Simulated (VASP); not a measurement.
Runs of VASP 6.6.1 on F2AlI. The cell holds a molecule in a box, 4 atoms: a = 12.000 Å, b = 12.000 Å, c = 12.000 Å, α = 90.00°, β = 90.00°, γ = 90.00°. 

```csv
task,level,potentials or basis,cell,cutoff (eV),grid for exact exchange (PRECFOCK),exchange at q = 0,gap on the mesh (eV),largest force (eV/Å)
single point,revPBE+D4,"VASP PAW PBE potentials, release 64 (F, Al, I)",as given,520,-,-,(d),0.78
single point,B3LYP+D3(BJ),"VASP PAW PBE potentials, release 64 (F_h, Al, I)",as given,900,Normal,truncated,6.14,0.22
single point,PBE0+D3(BJ),"VASP PAW PBE potentials, release 64 (F, Al, I)",as given,520,Fast,truncated,6.68,0.13
electron localisation function,PBE,"VASP PAW PBE potentials, release 64 (F, Al, I)",as given,520,-,-,4.72,0.63
single point,vdW-DF2,"VASP PAW PBE potentials, release 64 (F, Al, I)",as given,520,-,-,(a),(b)
atomic charges,PBE+TS,"VASP PAW PBE potentials, release 64 (F, Al, I)",as given,520,-,-,4.72,0.64
single point,PBE,"VASP PAW PBE potentials, release 64 (F, Al, I)","atoms moved at random, drawn with an rms of 0.05 Å",520,-,-,4.68,1.56
single point,RPBE+D3(BJ),"VASP PAW PBE potentials, release 64 (F, Al, I)",as given,520,-,-,(c),0.83
relaxation of the atoms,PBE,"VASP PAW PBE potentials, release 64 (F, Al, I)","atoms relaxed from: atoms moved at random, drawn with an rms of 0.02 Å",520,-,-,4.62,-
single point,PBE,"VASP PAW PBE potentials, release 64 (F, Al, I)",as given,520,-,-,4.72,0.63
```

Alike in all rows: no spin polarisation; k mesh 1 × 1 × 1; smearing gaussian 0.01 eV.

Q: Estimate the missing entries.

A: (a) 4.41; (b) 1.01; (c) 4.77; (d) 4.79.

Caveats: spin-orbit coupling is left out, which moves the levels of the heavy elements; the PAW data sets were made with another functional, which shifts forces and pressure a little (some runs).

A k mesh can miss the band edges, and the runs leave out spin-orbit coupling on I.
